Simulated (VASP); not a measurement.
A run of VASP 6.6.1:

The input INCAR:

```
  PREC = Accurate
  ENCUT = 600
  EDIFF = 1E-7
  ISMEAR = 0
  SIGMA = 0.1
  LREAL = F
  LASPH = T
  NELM = 80
  ALGO = Normal
  ISIF = 3
  LWAVE = F
  LCHARG = F
  GGA = PE
  IBRION = 2
  NSW = 90
  EDIFFG = -0.04
```

Contents of KPOINTS:

```
Automatic mesh
0
Gamma
  9 9 4
```

The input POSCAR:

```
KW
1.0
    2.8416290015      0.0000000000      0.0000000000
   -1.4208145008      2.4609229034      0.0000000000
    0.0000000000      0.0000000000      6.3051858198
K W
1 1
Direct
    0.0000000000      0.0000000000      0.0000000000
    0.3333333333      0.6666666667      0.5000000000
```

Potentials or basis: VASP PAW PBE potentials, release 64 (K_sv, W_sv).

Run with:

```console
$ cat potpaw_PBE.64/K_sv/POTCAR potpaw_PBE.64/W_sv/POTCAR > POTCAR
$ mpirun -np 1 vasp_std > vasp.out
```

Hardware: 1 thread of Intel(R) Xeon(R) 6975P-C (Granite Rapids), with other jobs on the host.

**Question.** Estimate the wall time of this run.

**Answer.** It took 34 s on 1 thread of Intel(R) Xeon(R) 6975P-C (Granite Rapids), on a shared host, peak memory 0.19 GiB. Counts: scf iterations 30, k points 36, ion steps 3.
